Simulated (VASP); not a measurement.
Data:

```
CELL_PARAMETERS angstrom
      0.00000     3.43144     3.43144
      3.43144     0.00000     3.43144
      3.43144     3.43144     0.00000
ATOMIC_POSITIONS crystal
  Rb 0.00000 0.00000 0.00000
  Br 0.50000 0.50000 0.50000
```

All values below come from PBE GGA with D4 dispersion, VASP's PBE PAW potentials (set 64) (plane waves; VASP 6.6.1). Run with 520 eV cut-off, 7×7×7 Γ-centred mesh, Gaussian smearing of 0.050 eV, potentials Rb_sv Br.

Task: What does the run give for the energy per atom (σ→0), band gap (on the k-mesh) with the smallest direct gap where there is one?

Result: 
```
Item                                         Result
-----------------------------------  --------------
band gap (on the k-mesh)                    4.35 eV
smallest direct gap (on the k-mesh)         4.35 eV
energy per atom (σ→0)                -3.168 eV/atom
```

Only differences to runs with the same potentials and settings are physical.

The compound is RbBr in the rock salt structure. This cell is one point of a volume scan, at 0.97 of the reference volume.
